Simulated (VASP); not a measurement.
OSZICAR of a VASP run on CoGa (CsCl type):

**OSZICAR**
```
       N       E                     dE             d eps       ncg     rms          rms(c)
DAV:   1     0.923371343995E+02    0.92337E+02   -0.93276E+03  1768   0.222E+03
DAV:   2    -0.203076164846E+01   -0.94368E+02   -0.92372E+02  1757   0.317E+02
DAV:   3    -0.636932141835E+01   -0.43386E+01   -0.43223E+01  1939   0.767E+01
DAV:   4    -0.643042686103E+01   -0.61105E-01   -0.61094E-01  2321   0.845E+00
DAV:   5    -0.643149083714E+01   -0.10640E-02   -0.10640E-02  2046   0.940E-01    0.740E+00
DAV:   6    -0.665430544479E+01   -0.22281E+00   -0.71873E+00  1755   0.383E+01    0.543E+00
DAV:   7    -0.613328008162E+01    0.52103E+00   -0.29245E+00  1743   0.269E+01    0.227E+00
DAV:   8    -0.612182594248E+01    0.11454E-01   -0.16936E-01  2245   0.528E+00    0.425E-01
DAV:   9    -0.612222118666E+01   -0.39524E-03   -0.12174E-02  2198   0.185E+00    0.129E-01
DAV:  10    -0.612266334891E+01   -0.44216E-03   -0.11657E-03  2308   0.334E-01    0.700E-02
DAV:  11    -0.612280366134E+01   -0.14031E-03   -0.35510E-04  2345   0.203E-01    0.178E-02
DAV:  12    -0.612283551531E+01   -0.31854E-04   -0.87516E-05  2323   0.799E-02    0.214E-02
DAV:  13    -0.612284505574E+01   -0.95404E-05   -0.24114E-05  2155   0.525E-02    0.162E-02
DAV:  14    -0.612284868637E+01   -0.36306E-05   -0.41457E-05  1806   0.101E-01    0.136E-02
DAV:  15    -0.612284793429E+01    0.75208E-06   -0.15474E-05  1897   0.619E-02    0.525E-03
DAV:  16    -0.612284823198E+01   -0.29770E-06   -0.12525E-06   938   0.173E-02
   1 F= -.61228482E+01 E0= -.61226930E+01  d E =-.465723E-03
```

### Question
Which electronic solver shows in the log?

### Answer
It is blocked Davidson (ALGO = Normal, or the opening steps of other solvers). The INCAR had ALGO = Normal.

### Question
How was spin treated?

### Answer
Without spin polarisation: there is no mag entry.

### Question
Can the final energy be trusted as converged?

### Answer
Self-consistency was reached. It stopped with EDIFF = 1E-6, NELM = 100 (PBE GGA + U (Dudarev), plane waves, VASP's PBE PAW potentials (set 64)).

The compound is CoGa in the CsCl type structure. The cell was not relaxed at this level. The run is one of a series of settings (LDAU = .TRUE., LDAUJ = 0 0, LDAUL = -1 2, LDAUTYPE = 2, LDAUU = 0 5.0, LMAXMIX = 2 against the base run), some of them coarse on purpose. The run is not spin-polarised, so no magnetic state was tried.
